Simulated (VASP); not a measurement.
```xyz
2
Lattice="2.9615 0.0000 0.0000 0.0000 2.9615 0.0000 0.0000 0.0000 2.9615" Properties=species:S:1:pos:R:3 pbc="T T T"
Cr     0.0000     0.0000     0.0000
Cr     1.4807     1.4807     1.4807
```
Starting moments (μB, in the order of the record's atoms Cr Cr): 2.7 -2.7.

The numbers are results of r2SCAN meta-GGA, VASP's PBE PAW potentials (set 64) (plane waves; VASP), not measurements. Numerical set-up: 480 eV cut-off, 12×12×12 Γ-centred mesh, first-order Methfessel-Paxton smearing of 0.10 eV, potentials Cr_pv.

Energy and stress use the plane-wave basis of the starting cell.

### Question
The ions, cell shape and volume at an external pressure of 5.0 GPa are relaxed. Predict the relaxed structure.

### Answer

```xyz
2
Lattice="2.9212 0.0000 0.0000 0.0000 2.9212 0.0000 0.0000 0.0000 2.9212" Properties=species:S:1:pos:R:3 pbc="T T T"
Cr     0.0000     0.0000     0.0000
Cr     1.4606     1.4606     1.4606
```
Space group Im-3m (229), at a tolerance of 0.03 Å. The cell ends with 0.00 μB, on the sites 2.50 -2.50 μB.

### Question
How do energy and volume change from the first to the last step?

### Answer
The energy (σ→0) changes by +7.8 meV/atom and the volume by -4.0 %, in 3 ionic steps.

The compound is Cr in the bcc, AFM order structure. This run relaxes it under an external pressure of 5 GPa. Symmetry was kept, so distortions that lower it aren't found.
